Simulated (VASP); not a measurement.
Consider the following.

```
Dy
1.0
    1.78714    -3.09542     0.00000
    1.78714     3.09542     0.00000
    0.00000     0.00000     5.51094
Dy
2
Cartesian
  1.78714   1.03181   1.37774
  1.78714  -1.03181   4.13321
```

Calculation: AM05 GGA, VASP's PBE PAW potentials (set 64) (plane waves; VASP). Numerical set-up: 520 eV cut-off, 11×11×6 Γ-centred mesh, first-order Methfessel-Paxton smearing of 0.10 eV, potentials Dy_3.

The 4f electrons are frozen in the core of the lanthanide potential, so 4f levels, which can set the real gap, and their magnetism are missing.

Predict the energy per atom (σ→0), band gap (on the k-mesh) with the smallest direct gap where there is one.

```
Quantity                                                     Value
------------------------  ----------------------------------------
band gap (on the k-mesh)  none (metal, semimetal or under 0.01 eV)
energy per atom (σ→0)                               -4.745 eV/atom
```

Total energies compare only between runs with the same potentials, cut-off and functional.

The compound is Dy in the hcp structure. It was relaxed first. The start is the result of an earlier pass.
